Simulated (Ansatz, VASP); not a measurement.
# Cross-check of SiC (Moissanite 3C) between VASP and Ansatz, part 2 of 2

Wanted: the spread between two codes on one cell, functional and k mesh. The cell is taken from a series of runs on this material, whose earlier steps may have relaxed, scaled, displaced or heated it; both programs get it as it stands.

VASP 6.6.1 and Ansatz 0.2.0.

So far: The structure; Ansatz: zone-centre phonons, PBE.

## Step 3: VASP: zone-centre phonons, PBE

Level of this step: PBE; plane waves and PAW (Si, C) (VASP).

The same cell, functional and mesh now go to VASP, with its own data sets.

Lines of VASP's logs that name or quote its potential files are left out, and so is its time.

INCAR

```
SYSTEM = SiC
PREC = Accurate
ENCUT = 600
EDIFF = 1E-08
NELM = 120
ISMEAR = 0
SIGMA = 0.01
LREAL = .FALSE.
ALGO = Normal
GGA = PE
NBANDS = 10
LORBIT = 11
LWAVE = .FALSE.
LCHARG = .FALSE.
ISIF = 2
IBRION = 8
LEPSILON = .TRUE.
LASPH = .TRUE.
GGA_COMPAT = .FALSE.
EFERMI = MIDGAP
```

POSCAR

```
SiC
1.0
    0.0000000000      2.1790000000      2.1790000000
    2.1790000000      0.0000000000      2.1790000000
    2.1790000000      2.1790000000      0.0000000000
Si C
1 1
Direct
    0.0000000000      0.0000000000      0.0000000000
    0.2500000000      0.2500000000      0.2500000000
```

KPOINTS

```
Automatic mesh
0
Gamma
10 10 10
0 0 0
```

The projector-augmented-wave data sets are Si and C (PBE family, release 64).

Command:

```bash
> mpirun -np 1 vasp_std
```

Numbers of over 12 decimals in the logs are rounded to 6 here.

What it wrote:

```text
[banner, memory and clock lines left out]
running    1 mpi-ranks, on    1 nodes
 distrk:  each k-point on    1 cores,    1 groups
 distr:  one band on    1 cores,    1 groups

 POSCAR found type information on POSCAR SiC
 POSCAR found :  2 types and       2 ions
 LDA part: xc-table for (Slater+PW92), standard interpolation
 POSCAR, INCAR and KPOINTS ok, starting setup
 FFT: planning ... GRIDC
 FFT: planning ... GRID_SOFT
 FFT: planning ... GRID
 WAVECAR not read
 entering main loop
       N       E                     dE             d eps       ncg     rms          rms(c)
DAV:   1     0.705545869895E+01    0.70555E+01   -0.45117E+03   974   0.775E+02
DAV:   2    -0.160881471956E+02   -0.23144E+02   -0.22058E+02  1260   0.121E+02
DAV:   3    -0.169095531472E+02   -0.82141E+00   -0.81936E+00  1104   0.196E+01
DAV:   4    -0.169133426448E+02   -0.37895E-02   -0.37891E-02  1088   0.164E+00
DAV:   5    -0.169133597179E+02   -0.17073E-04   -0.17073E-04  1076   0.102E-01    0.880E+00
DAV:   6    -0.151172019737E+02    0.17962E+01   -0.67435E+00   978   0.125E+01    0.388E+00
DAV:   7    -0.150665875100E+02    0.50614E-01   -0.37356E-01  1118   0.379E+00    0.177E+00
DAV:   8    -0.150588695739E+02    0.77179E-02   -0.20617E-02   970   0.104E+00    0.164E-01
DAV:   9    -0.150590103236E+02   -0.14075E-03   -0.14613E-03  1234   0.234E-01    0.112E-01
DAV:  10    -0.150591171888E+02   -0.10687E-03   -0.20921E-04  1028   0.971E-02    0.242E-02
DAV:  11    -0.150591192856E+02   -0.20968E-05   -0.37560E-05  1074   0.343E-02    0.589E-03
DAV:  12    -0.150591196831E+02   -0.39757E-06   -0.14970E-06  1002   0.836E-03    0.994E-04
DAV:  13    -0.150591197242E+02   -0.41068E-07   -0.73349E-08  1056   0.210E-03    0.105E-03
DAV:  14    -0.150591197108E+02    0.13356E-07   -0.61262E-09   664   0.569E-04    0.373E-04
DAV:  15    -0.150591197128E+02   -0.19193E-08   -0.66825E-10   490   0.202E-04
   1 F= -.15059120E+02 E0= -.15059120E+02  d E =0.000000E+00
 Linear response reoptimize wavefunctions to high precision
DAV:   1    -0.150591197135E+02   -0.70293E-09   -0.44584E-11   544   0.550E-05
DAV:   2    -0.150591197135E+02   -0.21600E-11   -0.31674E-12   488   0.166E-05
 Linear response G [H, r] |phi>, progress :
  Direction:   1
       N       E                     dE             d eps       ncg     rms
RMM:   1    -0.411369860430E+02   -0.41137E+02   -0.43668E+01  2393   0.440E+01
RMM:   2    -0.324350055847E+02    0.87020E+01   -0.18325E+00  1514   0.113E+01
RMM:   3    -0.324897982687E+02   -0.54793E-01   -0.25761E-03  1563   0.110E+00
RMM:   4    -0.324915309821E+02   -0.17327E-02    0.24960E-03  1627   0.127E-01
RMM:   5    -0.324917803559E+02   -0.24937E-03    0.30247E-04  1626   0.167E-02
RMM:   6    -0.324918092938E+02   -0.28938E-04    0.18502E-05  1697   0.259E-03
RMM:   7    -0.324918122569E+02   -0.29631E-05   -0.14865E-05  1583   0.715E-04
RMM:   8    -0.324918106227E+02    0.16342E-05   -0.15165E-05  1370   0.452E-04
RMM:   9    -0.324918109472E+02   -0.32453E-06   -0.42543E-05  1186   0.423E-04
RMM:  10    -0.324918107887E+02    0.15857E-06   -0.28266E-05  1056   0.423E-04
RMM:  11    -0.324918108655E+02   -0.76814E-07   -0.15965E-05   884   0.419E-04
 Linear response G [H, r] |phi>, progress :
  Direction:   2
       N       E                     dE             d eps       ncg     rms
RMM:   1    -0.385143336598E+02   -0.38514E+02   -0.51433E+01  2392   0.416E+01
RMM:   2    -0.325593053050E+02    0.59550E+01   -0.12775E+00  1503   0.968E+00
RMM:   3    -0.325967597671E+02   -0.37454E-01    0.92687E-03  1550   0.901E-01
RMM:   4    -0.325987906046E+02   -0.20308E-02    0.25786E-03  1616   0.102E-01
RMM:   5    -0.325990336830E+02   -0.24308E-03    0.33217E-04  1626   0.134E-02
RMM:   6    -0.325990617898E+02   -0.28107E-04    0.55220E-05  1703   0.209E-03
RMM:   7    -0.325990648180E+02   -0.30282E-05    0.24949E-05  1562   0.589E-04
RMM:   8    -0.325990652925E+02   -0.47446E-06    0.19559E-05  1350   0.380E-04
RMM:   9    -0.325990651238E+02    0.16869E-06    0.12963E-05  1163   0.359E-04
RMM:  10    -0.325990648146E+02    0.30920E-06    0.18442E-05  1033   0.359E-04
RMM:  11    -0.325990650301E+02   -0.21554E-06    0.30806E-05   869   0.358E-04
 Linear response G [H, r] |phi>, progress :
  Direction:   3
       N       E                     dE             d eps       ncg     rms
RMM:   1    -0.257999717907E+02   -0.25800E+02    0.87434E+01  2271   0.427E+01
RMM:   2    -0.223759697419E+02    0.34240E+01   -0.22233E+00  1494   0.106E+01
RMM:   3    -0.223698362350E+02    0.61335E-02   -0.28931E-02  1531   0.106E+00
RMM:   4    -0.223693414008E+02    0.49483E-03   -0.34832E-04  1617   0.125E-01
RMM:   5    -0.223693395784E+02    0.18224E-05   -0.54546E-06  1602   0.171E-02
RMM:   6    -0.223693397655E+02   -0.18704E-06   -0.20736E-06  1638   0.274E-03
RMM:   7    -0.223693398298E+02   -0.64296E-07   -0.80559E-06  1499   0.737E-04
RMM:   8    -0.223693398052E+02    0.24537E-07    0.27325E-07  1329   0.445E-04
RMM:   9    -0.223693398110E+02   -0.57624E-08   -0.11412E-06  1087   0.408E-04
RMM:  10    -0.223693398114E+02   -0.36679E-09   -0.56072E-06   960   0.407E-04
RMM:  11    -0.223693398100E+02    0.13449E-08    0.34718E-06   846   0.402E-04
RMM:  12    -0.223693398092E+02    0.81903E-09   -0.39064E-06   674   0.399E-04
 Linear response to external field (no local field effect), progress :
[...]
RMM:   1    -0.348198186293E+00   -0.34820E+00   -0.13873E+00  7800   0.252E+00
RMM:   2    -0.356359621225E+00   -0.81614E-02   -0.24871E-03  5461   0.356E-01    0.866E-01
RMM:   3    -0.350441543239E+00    0.59181E-02   -0.46551E-03  5489   0.420E-01    0.514E-01
RMM:   4    -0.365595213305E+00   -0.15154E-01   -0.58223E-03  5493   0.483E-01    0.882E-02
RMM:   5    -0.369421284217E+00   -0.38261E-02   -0.15862E-04  5532   0.941E-02    0.124E-02
RMM:   6    -0.369605234712E+00   -0.18395E-03   -0.21056E-06  5764   0.112E-02    0.586E-03
RMM:   7    -0.369734670187E+00   -0.12944E-03   -0.67912E-07  5589   0.674E-03    0.466E-04
RMM:   8    -0.369739601165E+00   -0.49310E-05   -0.74031E-09  6009   0.604E-04    0.187E-04
RMM:   9    -0.369739143262E+00    0.45790E-06   -0.29205E-09  5656   0.327E-04    0.336E-05
RMM:  10    -0.369739378646E+00   -0.23538E-06   -0.17009E-09  3778   0.447E-05    0.684E-06
 change of polarisation eV/A/(eV/A) component  1 :     0.686     0.182     0.113
 dielectric tensor                  component  1 :     6.999     1.590     0.989
 Linear response to external field, progress :
  Direction:   2
       N       E                     dE             d eps       ncg     rms          rms(c)
RMM:   1    -0.348198026846E+00   -0.34820E+00   -0.13873E+00  7799   0.252E+00
RMM:   2    -0.356359595507E+00   -0.81616E-02   -0.24873E-03  5458   0.356E-01    0.866E-01
RMM:   3    -0.350441402499E+00    0.59182E-02   -0.46550E-03  5485   0.420E-01    0.514E-01
RMM:   4    -0.365595064501E+00   -0.15154E-01   -0.58216E-03  5490   0.483E-01    0.882E-02
RMM:   5    -0.369421267681E+00   -0.38262E-02   -0.15868E-04  5530   0.941E-02    0.124E-02
RMM:   6    -0.369605256163E+00   -0.18399E-03   -0.21218E-06  5766   0.112E-02    0.586E-03
RMM:   7    -0.369734659054E+00   -0.12940E-03   -0.68306E-07  5588   0.674E-03    0.465E-04
RMM:   8    -0.369739613353E+00   -0.49543E-05   -0.71501E-09  5995   0.603E-04    0.187E-04
RMM:   9    -0.369739159155E+00    0.45420E-06   -0.23538E-09  5647   0.328E-04    0.355E-05
RMM:  10    -0.369739380979E+00   -0.22182E-06   -0.96026E-10  3759   0.430E-05    0.912E-06
 change of polarisation eV/A/(eV/A) component  2 :     0.150     0.686     0.126
 dielectric tensor                  component  2 :     1.313     6.999     1.103
 Linear response to external field, progress :
  Direction:   3
       N       E                     dE             d eps       ncg     rms          rms(c)
RMM:   1    -0.348198044666E+00   -0.34820E+00   -0.13873E+00  7801   0.252E+00
RMM:   2    -0.356359606744E+00   -0.81616E-02   -0.24867E-03  5461   0.356E-01    0.866E-01
RMM:   3    -0.350441373073E+00    0.59182E-02   -0.46554E-03  5489   0.420E-01    0.514E-01
RMM:   4    -0.365595076795E+00   -0.15154E-01   -0.58222E-03  5493   0.483E-01    0.882E-02
RMM:   5    -0.369421240855E+00   -0.38262E-02   -0.15863E-04  5534   0.941E-02    0.124E-02
RMM:   6    -0.369605246262E+00   -0.18401E-03   -0.21096E-06  5765   0.112E-02    0.586E-03
RMM:   7    -0.369734651881E+00   -0.12941E-03   -0.68194E-07  5590   0.674E-03    0.465E-04
RMM:   8    -0.369739609632E+00   -0.49578E-05   -0.73061E-09  6007   0.604E-04    0.187E-04
RMM:   9    -0.369739154293E+00    0.45534E-06   -0.31957E-09  5664   0.329E-04    0.355E-05
RMM:  10    -0.369739377321E+00   -0.22303E-06   -0.16851E-09  3734   0.433E-05    0.910E-06
 change of polarisation eV/A/(eV/A) component  3 :     0.123     0.172     0.686
 dielectric tensor                  component  3 :     1.072     1.508     6.999
 Linear response DOF=           2
 Linear response progress:
  Degree of freedom:   1/  2
       N       E                     dE             d eps       ncg     rms          rms(c)
RMM:   1    -0.160260962107E-01   -0.16026E-01   -0.65029E-03  8135   0.858E-01
RMM:   2    -0.139882137338E-01    0.20379E-02   -0.68439E-04  5272   0.190E-01    0.125E-01
RMM:   3    -0.138674259467E-01    0.12079E-03    0.11721E-04  5380   0.489E-02    0.723E-02
RMM:   4    -0.139129306241E-01   -0.45505E-04    0.13652E-04  5338   0.537E-02    0.894E-03
RMM:   5    -0.139083093995E-01    0.46212E-05    0.22191E-05  5482   0.112E-02    0.182E-03
RMM:   6    -0.139058733285E-01    0.24361E-05    0.45351E-06  5536   0.146E-03    0.745E-04
RMM:   7    -0.139045123421E-01    0.13610E-05    0.13020E-06  5594   0.415E-04    0.108E-04
RMM:   8    -0.139046852326E-01   -0.17289E-06    0.11125E-07  5712   0.106E-04    0.164E-05
RMM:   9    -0.139047118264E-01   -0.26594E-07    0.65936E-08  5873   0.395E-05    0.101E-05
RMM:  10    -0.139046757034E-01    0.36123E-07    0.14977E-07  5862   0.186E-05    0.810E-07
RMM:  11    -0.139046851997E-01   -0.94963E-08    0.51392E-08  4475   0.133E-05    0.229E-07
 first order change of Fermi-energy  -0.15893E+01
 force on displaced ion       1 direction 1 : -19.201   0.000   0.000
 Born effective charge ion    1 direction 1 :   2.692   0.000   0.000
 Linear response progress:
  Degree of freedom:   2/  2
       N       E                     dE             d eps       ncg     rms          rms(c)
RMM:   1    -0.126273337189E+00   -0.12627E+00    0.67768E-02  7498   0.206E+00
RMM:   2    -0.123898536110E+00    0.23748E-02   -0.21927E-03  5248   0.394E-01    0.198E-01
RMM:   3    -0.124093249394E+00   -0.19471E-03   -0.67273E-04  5128   0.167E-01    0.988E-02
RMM:   4    -0.125222923019E+00   -0.11297E-02   -0.54313E-04  5130   0.143E-01    0.195E-02
RMM:   5    -0.125213763841E+00    0.91592E-05   -0.40655E-06  5473   0.230E-02    0.185E-03
RMM:   6    -0.125221997701E+00   -0.82339E-05    0.44868E-08  5672   0.241E-03    0.100E-03
RMM:   7    -0.125216977368E+00    0.50203E-05    0.14628E-07  5592   0.879E-04    0.759E-05
RMM:   8    -0.125217907787E+00   -0.93042E-06   -0.72702E-08  5801   0.147E-04    0.335E-05
RMM:   9    -0.125217839720E+00    0.68066E-07   -0.81251E-08  5830   0.773E-05    0.471E-06
RMM:  10    -0.125217827613E+00    0.12107E-07   -0.10229E-07  6124   0.319E-05    0.290E-06
RMM:  11    -0.125217839878E+00   -0.12265E-07   -0.16047E-07  5202   0.308E-05    0.356E-07
RMM:  12    -0.125217837727E+00    0.21518E-08   -0.12707E-07  3862   0.268E-05    0.103E-07
RMM:  13    -0.125217836598E+00    0.11286E-08   -0.12315E-07  2494   0.268E-05    0.357E-08
 first order change of Fermi-energy   0.15897E+01
 force on displaced ion       2 direction 1 : -19.203  -0.000  -0.000
 Born effective charge ion    2 direction 1 :  -2.700   0.000   0.000
 Born effective charges drift removed
 Linear response finished
```

OUTCAR, selected parts (step 3):

```text
ion  position               nearest neighbor table
   1  0.000  0.000  0.000-   2 1.89   2 1.89   2 1.89   2 1.89
   2  0.250  0.250  0.250-   1 1.89   1 1.89   1 1.89   1 1.89

  LATTYP: Found a face centered cubic cell.
 ALAT       =     4.3580000000

 Subroutine GETGRP returns: Found 24 space group operations
 (whereof 24 operations were pure point group operations)

The static configuration has the point symmetry T_d .

 Found     47 irreducible k-points:

   k-points           NKPTS =     47   k-points in BZ     NKDIM =     47   number of bands    NBANDS=     10

   dimension x,y,z NGX =    28 NGY =   28 NGZ =   28
   dimension x,y,z NGXF=    56 NGYF=   56 NGZF=   56

   ENCUT  =  600.0 eV  44.10 Ry    6.64 a.u.   6.15  6.15  6.15*2*pi/ulx,y,z

   NELECT =       8.0000    total number of electrons

 k-points in reciprocal lattice and weights: Automatic mesh
   0.00000000  0.00000000  0.00000000       0.001
   0.10000000  0.00000000  0.00000000       0.008
   0.20000000  0.00000000  0.00000000       0.008
   0.30000000  0.00000000  0.00000000       0.008
   0.40000000  0.00000000  0.00000000       0.008
   0.50000000  0.00000000  0.00000000       0.004
   0.10000000  0.10000000  0.00000000       0.006
   0.20000000  0.10000000  0.00000000       0.024
   0.30000000  0.10000000  0.00000000       0.024
[...]
-0.30000000  0.40000000  0.20000000       0.024
  -0.30000000  0.50000000  0.20000000       0.012

 average (electrostatic) potential at core
       1 -80.3740       2 -44.7857

  Total        0.3967622      0.3967622      0.3967622      0.0000000      0.0000000      0.0000000
  in kB       30.7212696     30.7212696     30.7212696      0.0000000      0.0000000      0.0000000
  external PRESSURE =      30.7212696 kB  Pullay stress =       0.0000000 kB

  energy-cutoff  :      600.00
  volume of cell :       20.69
      direct lattice vectors                 reciprocal lattice vectors
     0.000000000  2.179000000  2.179000000    -0.229463056  0.229463056  0.229463056
     2.179000000  0.000000000  2.179000000     0.229463056 -0.229463056  0.229463056
     2.179000000  2.179000000  0.000000000     0.229463056  0.229463056 -0.229463056

 POSITION                                       TOTAL-FORCE (eV/Angst)
 -----------------------------------------------------------------------------------
      0.00000      0.00000      0.00000        -0.000000      0.000000     -0.000000
      1.08950      1.08950      1.08950         0.000000      0.000000      0.000000
 -----------------------------------------------------------------------------------
    total drift:                               -0.000000     -0.000000     -0.000000

 MACROSCOPIC STATIC DIELECTRIC TENSOR (including local field effects in DFT)
 ------------------------------------------------------
           6.998824    -0.000000     0.000000
           0.000000     6.998824    -0.000000
          -0.000000    -0.000000     6.998824
 ------------------------------------------------------

 PIEZOELECTRIC TENSOR (including local field effects)  for field in x, y, z        (C/m^2)
          XX          YY          ZZ          XY          YZ          ZX
  --------------------------------------------------------------------------------
  x    -0.00000    -0.00000    -0.00000     0.00000    -0.98838     0.00000
  y    -0.00000    -0.00000     0.00000     0.00000     0.00000    -0.98838
  z    -0.00000    -0.00000    -0.00000    -0.98838     0.00000     0.00000

 BORN EFFECTIVE CHARGES (including local field effects) (in |e|, cummulative output)
 ---------------------------------------------------------------------------------
 ion    1
    1     2.69559    -0.00000     0.00000
    2    -0.00000     2.69559     0.00000
    3    -0.00000    -0.00000     2.69559
 ion    2
    1    -2.69559     0.00000    -0.00000
    2     0.00000    -2.69559    -0.00000
    3     0.00000     0.00000    -2.69559

 Eigenvectors and eigenvalues of the dynamical matrix
 ----------------------------------------------------

   1 f  =   23.618271 THz   148.397974 2PiTHz  787.820724 cm-1    97.677277 meV
             X         Y         Z           dx          dy          dz
      0.000000  0.000000  0.000000    -0.547301    0.000000    0.000000
      1.089500  1.089500  1.089500     0.836936    0.000000    0.000000

   2 f  =   23.618271 THz   148.397974 2PiTHz  787.820724 cm-1    97.677277 meV
             X         Y         Z           dx          dy          dz
      0.000000  0.000000  0.000000     0.000000   -0.547301    0.000000
      1.089500  1.089500  1.089500     0.000000    0.836936    0.000000

   3 f  =   23.618271 THz   148.397974 2PiTHz  787.820724 cm-1    97.677277 meV
             X         Y         Z           dx          dy          dz
      0.000000  0.000000  0.000000     0.000000    0.000000   -0.547301
      1.089500  1.089500  1.089500     0.000000    0.000000    0.836936

   4 f/i=    0.000458 THz     0.002880 2PiTHz    0.015289 cm-1     0.001896 meV
             X         Y         Z           dx          dy          dz
      0.000000  0.000000  0.000000    -0.836936    0.000000    0.000000
      1.089500  1.089500  1.089500    -0.547301    0.000000    0.000000

   5 f/i=    0.000458 THz     0.002880 2PiTHz    0.015289 cm-1     0.001896 meV
             X         Y         Z           dx          dy          dz
      0.000000  0.000000  0.000000     0.000000    0.836936    0.000000
      1.089500  1.089500  1.089500     0.000000    0.547301    0.000000

   6 f/i=    0.000458 THz     0.002880 2PiTHz    0.015289 cm-1     0.001896 meV
             X         Y         Z           dx          dy          dz
      0.000000  0.000000  0.000000     0.000000    0.000000    0.836936
      1.089500  1.089500  1.089500     0.000000    0.000000    0.547301

 MACROSCOPIC STATIC DIELECTRIC TENSOR IONIC CONTRIBUTION
 ------------------------------------------------------
           3.309265    -0.000000    -0.000000
          -0.000000     3.309265     0.000000
          -0.000000     0.000000     3.309265
 ------------------------------------------------------

 ELASTIC MODULI CONTR FROM IONIC RELAXATION (kBar)
 Direction    XX          YY          ZZ          XY          YZ          ZX
 --------------------------------------------------------------------------------
 XX          -0.0000      0.0000      0.0000      0.0000      0.0000      0.0000
 YY           0.0000     -0.0000      0.0000      0.0000      0.0000     -0.0000
 ZZ           0.0000      0.0000     -0.0000      0.0000      0.0000      0.0000
 XY           0.0000      0.0000      0.0000   -253.5941      0.0000      0.0000
 YZ           0.0000      0.0000      0.0000      0.0000   -253.5941      0.0000
 ZX           0.0000     -0.0000      0.0000      0.0000      0.0000   -253.5941
 --------------------------------------------------------------------------------

 PIEZOELECTRIC TENSOR IONIC CONTR  for field in x, y, z        (C/m^2)
          XX          YY          ZZ          XY          YZ          ZX
  --------------------------------------------------------------------------------
  x    -0.00000    -0.00000    -0.00000     0.00000     0.86200    -0.00000
  y     0.00000     0.00000    -0.00000     0.00000    -0.00000     0.86200
  z     0.00000    -0.00000    -0.00000     0.86200    -0.00000    -0.00000
```

## Step 4: Comparison

Known differences besides the potentials themselves: fixed occupations in Ansatz, narrow Gaussian smearing in VASP; VASP's response is taken on the typed mesh, Ansatz refines its own for the field response alone; the cutoff is 420 eV in Ansatz and 600 eV in VASP. Total energies have different zeros and are not compared.

Compared:

| quantity | Ansatz | VASP | difference |
| --- | --- | --- | --- |
| ε∞ xx | 6.96 | 7.00 | -0.54 % |
| ε∞ yy | 6.96 | 7.00 | -0.54 % |
| ε∞ zz | 6.96 | 7.00 | -0.54 % |
| Born charge of Si1 (mean of the diagonal) (e) | 2.71 | 2.70 | +0.02 |
| Born charge of C2 (mean of the diagonal) (e) | -2.71 | -2.70 | -0.02 |
| optical mode 1 to 3 (cm⁻¹) | 788.0 | 787.8 | +0.02 % |

Modes are paired by rising frequency, not by their patterns, so a pair may set unlike modes beside each other; they are those without the splitting of longitudinal modes.

## Step 5: Outcome

```json
{
  "r.m.s. difference of the optical zone-centre modes, each program's sorted by frequency (zone-centre phonons, PBE)": "0.17 cm⁻¹",
  "difference in ε∞ xx (zone-centre phonons, PBE)": "-0.5 %"
}
```

**Reading.** The r.m.s. difference of the optical zone-centre modes, each program's sorted by frequency is 0.17 cm⁻¹ (zone-centre phonons, PBE). Among the rows given in per cent, the largest difference of the zone-centre phonons, PBE pair is in ε∞ xx, -0.5 %. How closely two codes agree says nothing of how well the functional describes the real material.

[Lines on the potential files, build, host, timing and source positions are cut from VASP's logs without a mark.]

[Logs are printed without paths, hosts, clocks, repeated set-up lines and the standing remarks that a program may print on its own settings, such as how far it seeks lower states.]

[Hosts, paths, dates, database ids (printed as entryN), source tags and the programs' standing remarks are cut or masked in the printed files.]
